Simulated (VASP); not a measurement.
**MoS2: relaxation of the atoms with PBE+D3(BJ)**

The system is MoS2.

```
CELL_PARAMETERS angstrom
3.16900 0.00000 0.00000
-1.58450 2.74443 0.00000
0.00000 0.00000 12.32400
ATOMIC_POSITIONS crystal
Mo 0.33333 0.66667 0.25000
Mo 0.66667 0.33333 0.75000
S 0.33333 0.66667 0.62300
S 0.66667 0.33333 0.12300
S 0.33333 0.66667 0.87700
S 0.66667 0.33333 0.37700
```

```
Program                : VASP 6.6.1
Task                   : relaxation of the atoms
Functional             : PBE
Dispersion             : D3(BJ)
Potentials or basis    : VASP PAW PBE potentials, release 64 (Mo_sv, S)
Cutoff                 : 520 eV
k mesh                 : 12 × 12 × 3
Occupations            : gaussian, width 0.05 eV
Spin                   : no spin polarisation
Further INCAR settings : ALGO = Normal; EDIFF = 1e-06; IBRION = 2; EDIFFG = -0.01; NSW = 60
```

```json
{"Energy gained by relaxing": "0.1 meV/atom", "Ionic steps": "2", "Pressure after relaxing": "-1.7 GPa", "Largest force after relaxing": "0.005 eV/Å", "Band gap on the k mesh": "0.90 eV, indirect (least direct gap 1.65 eV)", "Dispersion energy per atom": "-0.423 eV"}
```

Forces in eV/Å, atoms in the order of the input:
```
Mo   0.000  0.000  0.000
Mo   0.000  0.000  0.000
S    0.000  0.000  0.005
S    0.000  0.000  0.005
S    0.000  0.000 -0.005
S    0.000  0.000 -0.005
```

Stress tensor (GPa, compression positive):
```
-1.95  0.00  0.00
 0.00 -1.95  0.00
 0.00  0.00 -1.18
```

Step by step:
```
step  energy change (eV)  largest force (eV/Å)  pressure (GPa)
   1              0.0000                0.0743           -2.05
   2             -0.0006                0.0051           -1.70
```

Final structure:
```xyz
6
Lattice="3.1690 0.0000 0.0000 -1.5845 2.7444 0.0000 0.0000 0.0000 12.3240" Properties=species:S:1:pos:R:3 pbc="T T T"
Mo    0.0000    1.8296    3.0810
Mo    1.5845    0.9148    9.2430
S     0.0000    1.8296    7.6814
S     1.5845    0.9148    1.5194
S     0.0000    1.8296   10.8046
S     1.5845    0.9148    4.6426
```

Levels at points of the mesh, in eV from the valence-band top:
| k point | band 22 | band 23 | band 24 | band 25 | band 26 | band 27 | band 28 | band 29 | band 30 | band 31 |
| --- | --- | --- | --- | --- | --- | --- | --- | --- | --- | --- |
| (0.00, 0.00, 0.00) | -2.14 | -2.14 | -1.19 | -1.13 | 0.00 | 2.10 | 2.11 | 2.13 | 2.13 | 2.28 |
| (0.50, 0.00, 0.00) | -2.48 | -1.74 | -1.54 | -1.40 | -1.27 | 1.60 | 1.65 | 2.01 | 2.26 | 2.87 |

Wall time 34 s on 2 MPI ranks on Intel(R) Xeon(R) 6975P-C (Granite Rapids), with other jobs on the host, peak memory 0.28 GiB a rank.

The gap isn't set beside the measured one, since this odd mesh misses points on the zone boundary.

Caveat: an odd mesh through Γ misses points on the zone boundary, where band edges often lie.
